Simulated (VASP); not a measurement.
```yaml
crystal:
  lattice:
    - [3.84833, 0.00000, 0.00000]
    - [0.00000, 3.84833, 0.00000]
    - [0.00000, 0.00000, 3.84833]
  atoms:
    - { symbol: Sc, position: [0.00000, 0.00000, 0.00000] }
    - { symbol: Ir, position: [0.00000, 0.50000, 0.50000] }
    - { symbol: Ir, position: [0.50000, 0.00000, 0.50000] }
    - { symbol: Ir, position: [0.50000, 0.50000, 0.00000] }
```

Level of theory: LDA (Ceperley-Alder, Perdew-Zunger), VASP's LDA PAW potentials (set 64) (plane waves; VASP). Numerical set-up: 300 eV cut-off, 6×6×6 Γ-centred mesh, Fermi-Dirac smearing of 0.14 eV, potentials Sc_sv Ir.

At this cut-off the stress carries a Pulay error, which pulls relaxed volumes low.

Q: Give the stress tensor in GPa (positive for a compressed cell).

A: 
```
6.68  0.00  0.00
0.00  6.68  0.00
0.00  0.00  6.68
```
The pressure is its mean diagonal, 6.68 GPa.

The structure comes from a computed database's ScIr3 entry (Pm-3m); how it stands against other phases isn't given here. The cell was not relaxed at this level.
